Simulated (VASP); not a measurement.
Here is the system:

```xyz
2
Lattice="3.5700 0.0000 0.0000 0.0000 3.5700 0.0000 0.0000 0.0000 3.5700" Properties=species:S:1:pos:R:3 pbc="T T T"
Zn     1.7850     1.7850     1.7850
Y      0.0000     0.0000     0.0000
```

All values below come from PBEsol GGA, VASP's PBE PAW potentials (set 64) (plane waves; VASP). Settings: 400 eV cut-off, 9×9×9 Γ-centred mesh, first-order Methfessel-Paxton smearing of 0.10 eV, potentials Zn Y_sv.

Energy and stress use the plane-wave basis of the starting cell.

Task: The ions, cell shape and volume are relaxed. What does this cell relax into?

Result: 
```xyz
2
Lattice="3.5174 0.0000 0.0000 0.0000 3.5174 0.0000 0.0000 0.0000 3.5174" Properties=species:S:1:pos:R:3 pbc="T T T"
Zn     1.7587     1.7587     1.7587
Y      3.5174     0.0000     0.0000
```
Space group Pm-3m (221), at a tolerance of 0.03 Å.

Task: How do energy and volume change from the first to the last step?

Result: The energy (σ→0) changes by -9.0 meV/atom and the volume by -4.4 %, in 5 ionic steps.

The structure comes from a measured YZn entry (Pm-3m) of the Crystallography Open Database, whose conditions weren't checked. This run relaxes it. Symmetry was kept, so distortions that lower it aren't found. The electron count is odd and the run is not spin-polarised, which forces a metal.
